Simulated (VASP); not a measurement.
Energy against volume of MgH2 (rutile). Method: SCAN meta-GGA, VASP's PBE PAW potentials (set 64) (plane waves; VASP). Numerical set-up: 520 eV cut-off, 5×5×7 Γ-centred mesh, Gaussian smearing of 0.050 eV, potentials Mg H.

Shape and ions are relaxed at each volume.

| V (Å³/atom) | E (eV/atom) |
|---|---|
| 9.604 | -4.23708 |
| 9.901 | -4.23887 |
| 10.198 | -4.23768 |
| 10.495 | -4.23390 |

Fit these four points and predict the energy of the run at 9.307 Å³/atom.

A cubic in V^(−2/3), the third-order Birch-Murnaghan form, passes through the four points with V0 = 9.92 Å³/atom and B0 = 53 GPa, and gives -4.2319 eV/atom there. The run gave -4.2319 eV/atom, -0.1 meV/atom from the fit; all five points give B0 = 53 GPa.

The compound is MgH2 in the rutile structure. It was relaxed first.
